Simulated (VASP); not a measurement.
Consider the following.

```
AlFe
1.0
    2.91000     0.00000     0.00000
    0.00000     2.91000     0.00000
    0.00000     0.00000     2.91000
Al Fe
1 1
Direct
  0.50000   0.50000   0.50000
  0.00000   0.00000   0.00000
```

Method: SCAN meta-GGA, VASP's PBE PAW potentials (set 64) (plane waves; VASP). Numerical set-up: 520 eV cut-off, 11×11×11 Γ-centred mesh, first-order Methfessel-Paxton smearing of 0.10 eV, potentials Al Fe.

Energy and stress use the plane-wave basis of the starting cell.

Q: The ions, cell shape and volume are relaxed. Predict the relaxed structure.

A: 
```
AlFe
1.0
    2.83297     0.00000     0.00000
    0.00000     2.83297     0.00000
    0.00000     0.00000     2.83297
Al Fe
1 1
Cartesian
  1.41648   1.41648   1.41648
  0.00000   0.00000   0.00000
```
Space group Pm-3m (221), at a tolerance of 0.03 Å.

Q: How do energy and volume change from the first to the last step?

A: The energy (σ→0) changes by -44.6 meV/atom and the volume by -7.7 %, in 4 ionic steps.

The compound is FeAl in the CsCl type structure. This run relaxes it. Symmetry was kept, so distortions that lower it aren't found. The run is not spin-polarised, so no magnetic state was tried. The electron count is odd and the run is not spin-polarised, which forces a metal.
